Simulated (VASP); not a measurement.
# V3Re (Fm-3m) in VASP: single point with LDA

Aim: the single point of V3Re with LDA.

Program: VASP 6.6.1. These are calculated values, not measurements. Logs are shortened: lines on timing, memory, paths and dates and some standing lists are left out, and cuts for length are marked.

### Step 1. Starting point

It takes space group Fm-3m (No. 225, cubic). Conventional cell: a = 6.003 Å, b = 6.003 Å, c = 6.003 Å, α = 90.00°, β = 90.00°, γ = 90.00°. V (site symmetry -43m) has 4 Re at 2.60 Å and 4 V at 2.60 Å as nearest neighbours. Around V (site symmetry m-3m) lie 8 V at 2.60 Å. Around Re (site symmetry m-3m) lie 8 V at 2.60 Å.

The cell comes from a database or a generator and needn't be the stable form of this composition.

### Step 2. Single point, LDA, collinear spin, typed start

The input, INCAR:

```
SYSTEM = V3Re
PREC     = Accurate       ! precision mode
ENCUT    = 520            ! plane-wave cutoff, eV
EDIFF    = 1E-7           ! SCF threshold, eV
ISMEAR   = 1              ! smearing method
SIGMA    = 0.15           ! smearing width, eV
LREAL    = .FALSE.        ! projectors in reciprocal space
LASPH    = .TRUE.         ! aspherical terms in the spheres
NELM     = 150            ! most SCF steps
ALGO     = Fast           ! electronic algorithm
ISIF     = 2              ! what is computed and relaxed
LWAVE    = .FALSE.        ! write WAVECAR
LCHARG   = .TRUE.         ! write CHGCAR
ISPIN    = 2              ! spin polarisation
MAGMOM   = 1.5 1.5 1.5 0  ! initial moments
LORBIT   = 11             ! projections on sites
LMAXMIX  = 4              ! l up to which the mixer works
GGA      = CA             ! functional
LELF     = .TRUE.         ! ELF
LVHAR    = .TRUE.       
NBANDS   = 35             ! bands
```

The input, KPOINTS:

```
regular mesh
0
G
  7 7 7
  0 0 0
```

The input, POSCAR:

```
V3Re
1.0
    0.0000000000      3.0014490000      3.0014490000
    3.0014490000      0.0000000000      3.0014490000
    3.0014490000      3.0014490000      0.0000000000
V Re
3 1
Direct
    0.7500000000      0.7500000000      0.7500000000
    0.2500000000      0.2500000000      0.2500000000
    0.0000000000      0.0000000000      0.0000000000
    0.5000000000      0.5000000000      0.5000000000
```

Potentials or basis: VASP PAW LDA potentials, release 64 (V_sv, Re).

Started as:

```bash
$ cat potpaw_LDA.64/V_sv/POTCAR potpaw_LDA.64/Re/POTCAR > POTCAR
$ mpirun -np 1 vasp_std > vasp.out
```

OUTCAR:

```text
SYSTEM = V3Re
   PREC = Accurate
   ENCUT = 520
   EDIFF = 1E-7
   ISMEAR = 1
   LREAL = .FALSE.
   LASPH = .TRUE.
   NELM = 150
   ISIF = 2
   ISPIN = 2
   LORBIT = 11
   GGA = CA

 ion  position               nearest neighbor table
   1  0.750  0.750  0.750-   4 2.60   4 2.60   4 2.60   3 2.60   4 2.60   3 2.60   3 2.60   3 2.60

   2  0.250  0.250  0.250-   3 2.60   3 2.60   3 2.60   3 2.60   4 2.60   4 2.60   4 2.60   4 2.60

   3  0.000  0.000  0.000-   1 2.60   1 2.60   1 2.60   1 2.60   2 2.60   2 2.60   2 2.60   2 2.60
                             4 3.00   4 3.00   4 3.00   4 3.00   4 3.00   4 3.00
   4  0.500  0.500  0.500-   2 2.60   2 2.60   2 2.60   1 2.60   2 2.60   1 2.60   1 2.60   1 2.60
                             3 3.00   3 3.00   3 3.00   3 3.00   3 3.00   3 3.00

  LATTYP: Found a face centered cubic cell.
 ALAT       =     6.0028980000

  Lattice vectors:

 A1 = (   0.0000000000,   3.0014490000,   3.0014490000)
 A2 = (   3.0014490000,   0.0000000000,   3.0014490000)
 A3 = (   3.0014490000,   3.0014490000,   0.0000000000)

Analysis of symmetry for initial positions (statically):
=====================================================================
 Subroutine PRICEL returns:
 Original cell was already a primitive cell.

 Routine SETGRP: Setting up the symmetry group for a
 face centered cubic supercell.

 Subroutine GETGRP returns: Found 48 space group operations
 (whereof 48 operations were pure point group operations)
 out of a pool of 48 trial point group operations.

The static configuration has the point symmetry O_h .

Analysis of symmetry for dynamics (positions and initial velocities):
=====================================================================
 Subroutine PRICEL returns:
 Original cell was already a primitive cell.

 Routine SETGRP: Setting up the symmetry group for a
 face centered cubic supercell.

 Subroutine GETGRP returns: Found 48 space group operations
 (whereof 48 operations were pure point group operations)
 out of a pool of 48 trial point group operations.

The dynamic configuration has the point symmetry O_h .

Analysis of structural, dynamic, and magnetic symmetry:
=====================================================================
 Subroutine PRICEL returns:
 Original cell was already a primitive cell.

 Routine SETGRP: Setting up the symmetry group for a
 face centered cubic supercell.

 Subroutine GETGRP returns: Found 48 space group operations
 (whereof 48 operations were pure point group operations)
 out of a pool of 48 trial point group operations.

The overall configuration has the point symmetry O_h .

 Subroutine INISYM returns: Found 48 space group operations
 (whereof 48 operations are pure point group operations),
 and found     1 'primitive' translations

----------------------------------------------------------------------------------------

                                     Primitive cell

  volume of cell :      54.0783

  direct lattice vectors                    reciprocal lattice vectors
     0.000000000  3.001449000  3.001449000    -0.166586206  0.166586206  0.166586206
     3.001449000  0.000000000  3.001449000     0.166586206 -0.166586206  0.166586206
     3.001449000  3.001449000  0.000000000     0.166586206  0.166586206 -0.166586206

  length of vectors
     4.244689883  4.244689883  4.244689883     0.288535772  0.288535772  0.288535772

  position of ions in fractional coordinates (direct lattice)
     0.750000000  0.750000000  0.750000000
     0.250000000  0.250000000  0.250000000
     0.000000000  0.000000000  0.000000000
     0.500000000  0.500000000  0.500000000

  ion indices of the primitive-cell ions
   primitive index   ion index
                 1           1
                 2           2
                 3           3
                 4           4

----------------------------------------------------------------------------------------

 KPOINTS: regular mesh

Automatic generation of k-mesh.
 Grid dimensions read from file:
 generate k-points for:    7    7    7

 Generating k-lattice:

  Cartesian coordinates                     Fractional coordinates (reciprocal lattice)
    -0.023798029  0.023798029  0.023798029     0.142857143  0.000000000  0.000000000
     0.023798029 -0.023798029  0.023798029     0.000000000  0.142857143  0.000000000
     0.023798029  0.023798029 -0.023798029     0.000000000  0.000000000  0.142857143

  Length of vectors
     0.041219396  0.041219396  0.041219396

  Shift w.r.t. Gamma in fractional coordinates (k-lattice)
     0.000000000  0.000000000  0.000000000

 Subroutine IBZKPT returns following result:
 ===========================================

 Found     20 irreducible k-points:

 Following reciprocal coordinates:
            Coordinates               Weight
  0.000000  0.000000  0.000000      1.000000
  0.142857  0.000000  0.000000      8.000000
  0.285714  0.000000  0.000000      8.000000
  0.428571  0.000000  0.000000      8.000000
  0.142857  0.142857  0.000000      6.000000
  0.285714  0.142857  0.000000     24.000000
[... 12 lines left out ...]
 -0.428571  0.428571  0.142857     24.000000
 -0.285714  0.428571  0.142857     24.000000
   k-points           NKPTS =     20   k-points in BZ     NKDIM =     20   number of bands    NBANDS=     35
   number of dos      NEDOS =    301   number of ions     NIONS =      4
   total plane-waves  NPLWV =  32768
   dimension x,y,z NGX =    32 NGY =   32 NGZ =   32
   dimension x,y,z NGXF=    64 NGYF=   64 NGZF=   64
   ions per type =               3   1
   NGX,Y,Z   is equivalent  to a cutoff of  12.53, 12.53, 12.53 a.u.
   NGXF,Y,Z  is equivalent  to a cutoff of  25.07, 25.07, 25.07 a.u.
 SYSTEM =  V3Re
   PREC   = accura    normal or accurate (medium, high low for compatibility)
   ISTART =      0    job   : 0-new  1-cont  2-samecut
   ICHARG =      2    charge: 1-file 2-atom 10-const
   ISPIN  =      2    spin polarized calculation?
   LNONCOLLINEAR =      F non collinear calculations
   LSORBIT =      F    spin-orbit coupling
   LASPH  =      T    aspherical Exc in radial PAW
   ENCUT  =  520.0 eV  38.22 Ry    6.18 a.u.   7.89  7.89  7.89*2*pi/ulx,y,z
   NELM   =    150;   NELMIN=  2; NELMDL= -5     # of ELM steps
   EDIFF  = 0.1E-06   stopping-criterion for ELM
   LREAL  =      F    real-space projection
   EDIFFG = 0.1E-05   stopping-criterion for IOM
   NSW    =      0    number of steps for IOM
   IBRION =     -1    ionic relax: 0-MD 1-quasi-New 2-CG
   NFREE  =      0    steps in history (QN), initial steepest desc. (CG)
   ISIF   =      2    stress and relaxation
   ISYM   =      2    0-nonsym 1-usesym 2-fastsym
   POTIM  = 0.5000    time-step for ionic-motion
   TEBEG  =    0.0;   TEEND  =   0.0 temperature during run
   PSTRESS=    0.0 pullay stress
   NELECT =      46.0000    total number of electrons
   NUPDOWN=      -1.0000    fix difference up-down
   EMIN   =  10.00;   EMAX   =-10.00  energy-range for DOS
   EFERMI =   0.00;   METHOD = LEGACY
   ISMEAR =     1;   SIGMA  =   0.15  broadening in eV -4-tet -1-fermi 0-gaus
   EFERMI_NEDOS =   21; number of points for ismear=-14 and -15
   IALGO  =     68    algorithm
   IMIX   =      4    mixing-type and parameters
     AMIX     =   0.40;   BMIX     =  1.00
     AMIX_MAG =   1.60;   BMIX_MAG =  1.00
  volume/ion in A,a.u.               =      13.52        91.23
  Fermi-wavevector in a.u.,A,eV,Ry     =   1.551148  2.931244 32.736421  2.406059
  Thomas-Fermi vector in A             =   2.655709
   LORBIT       =     11    0 simple, 1 ext, 2 COOP (PROOUT), +10 PAW based schemes
   GGA     = CA    functional components
   LHFCALC =     F    Hartree Fock is set to
   AEXX    =    0.0000 exact exchange contribution
   IVDW    =     0    specifies the selected vdW correction
   LEPSILON=     F    determine dielectric tensor
   LRPA    =     F    only Hartree local field effects (RPA)
 spin polarized calculation
 RMM-DIIS sequential band-by-band and
 Methfessel and Paxton  Order N= 1 SIGMA  =   0.15
  energy-cutoff  :      520.00
  volume of cell :       54.08
 maximum number of plane-waves:      1468
   NGX = 15   NGY = 15   NGZ = 15

 number of electron      46.0000025 magnetization      -0.0000237

 number of electron      46.0000025 magnetization       0.0000035

 Free energy of the ion-electron system (eV)
  ---------------------------------------------------
  ext. energy  EPLUGINS =         0.00000000
  ---------------------------------------------------
  free energy    TOTEN  =       -44.62650020 eV

  energy without entropy =      -44.62956813  energy(sigma->0) =      -44.62752285

 E-fermi :   9.2973     XC(G=0): -13.5047

 val. band max:        9.2538506958   @ k =   0.4286   0.1429   0.0000
 cond. band min:       9.2988610397   @ k =   0.1429   0.1429   0.0000
 fundamental gap:      0.0450103438
 Fermi energy:         9.2973023388

 spin component 1

 k-point     1 :       0.0000    0.0000    0.0000
  band No.  band energies     occupation
      1     -53.7348      1.00000
      2     -53.6099      1.00000
      3     -53.4584      1.00000
      4     -28.0673      1.00000
      5     -28.0673      1.00000
      6     -28.0673      1.00000
[... 749 lines left out ...]
     34      13.2808      0.00000
     35      13.7232      0.00000
 Fermi energy:         9.2973023388

 spin component 2

 k-point     1 :       0.0000    0.0000    0.0000
  band No.  band energies     occupation
      1     -53.7348      1.00000
      2     -53.6099      1.00000
      3     -53.4584      1.00000
      4     -28.0673      1.00000
      5     -28.0673      1.00000
      6     -28.0673      1.00000
[... 749 lines left out ...]
     34      13.2956      0.00000
     35      13.9565      0.00000

------------------------ aborting loop because EDIFF is reached ----------------------------------------

  FORCE on cell =-STRESS in cart. coord.  units (eV):
  Direction    XX          YY          ZZ          XY          YZ          ZX
  --------------------------------------------------------------------------------------
  -------------------------------------------------------------------------------------
  Total       -3.9568826     -3.9568826     -3.9568826     -0.0000000     -0.0000000      0.0000000
  in kB     -117.2305624   -117.2305624   -117.2305624     -0.0000000     -0.0000000      0.0000000
  external PRESSURE =    -117.2305624 kB  Pullay stress =       0.0000000 kB

 VOLUME and BASIS-vectors are now :
 -----------------------------------------------------------------------------
  energy-cutoff  :      520.00
  volume of cell :       54.08
      direct lattice vectors                 reciprocal lattice vectors
     0.000000000  3.001449000  3.001449000    -0.166586206  0.166586206  0.166586206
     3.001449000  0.000000000  3.001449000     0.166586206 -0.166586206  0.166586206
     3.001449000  3.001449000  0.000000000     0.166586206  0.166586206 -0.166586206

 POSITION                                       TOTAL-FORCE (eV/Angst)
 -----------------------------------------------------------------------------------
      4.50217      4.50217      4.50217        -0.000000     -0.000000     -0.000000
      1.50072      1.50072      1.50072         0.000000      0.000000     -0.000000
      0.00000      0.00000      0.00000        -0.000000      0.000000      0.000000
      3.00145      3.00145      3.00145        -0.000000      0.000000      0.000000
 -----------------------------------------------------------------------------------
    total drift:                                0.000000     -0.000000      0.000000

  FREE ENERGIE OF THE ION-ELECTRON SYSTEM (eV)
  ---------------------------------------------------
  free  energy   TOTEN  =       -44.6265002028 eV

  energy  without entropy=      -44.6295681350  energy(sigma->0) =      -44.62752285

 total charge

# of ion       s       p       d       tot
------------------------------------------
    1        2.341   6.250   3.141  11.731
    2        2.341   6.250   3.141  11.731
    3        2.324   6.221   3.134  11.679
    4        0.673   0.588   4.907   6.168
--------------------------------------------------
tot          7.679  19.308  14.323  41.310

 magnetization (x)

# of ion       s       p       d       tot
------------------------------------------
    1       -0.000   0.000   0.000   0.000
    2       -0.000   0.000   0.000   0.000
    3        0.000  -0.000  -0.000  -0.000
    4       -0.000   0.000  -0.000  -0.000
--------------------------------------------------
tot          0.000   0.000  -0.000  -0.000
```

Run time: 1.8 min. Hardware: 1 thread of Intel Xeon Platinum 8259CL at 2.50GHz (Skylake/Cascade Lake), shared host; peak memory 0.2 GiB.

Results:

```yaml
Free_energy: -44.6265 eV
Pressure: -11.7 GPa
Band_gap_on_the_k_mesh: none (metal or under the smearing width)
Net_moment: 0.00 μB per cell
Valence_electrons_inside_the_program's_atomic_spheres: V 11.73, 11.68; Re 6.17
```

Levels at points of the mesh, in eV from the Fermi level:
Spin up:
```tsv
k point	band 19	band 20	band 21	band 22	band 23	band 24	band 25	band 26	band 27	band 28
(0.00, 0.00, 0.00)	-1.25	-1.25	-1.25	0.02	0.02	0.02	2.21	2.21	2.60	2.60
```
Spin down:
| k point | band 20 | band 21 | band 22 | band 23 | band 24 | band 25 | band 26 | band 27 |
| --- | --- | --- | --- | --- | --- | --- | --- | --- |
| (0.00, 0.00, 0.00) | -1.25 | -1.25 | 0.02 | 0.02 | 0.02 | 2.21 | 2.21 | 2.60 |
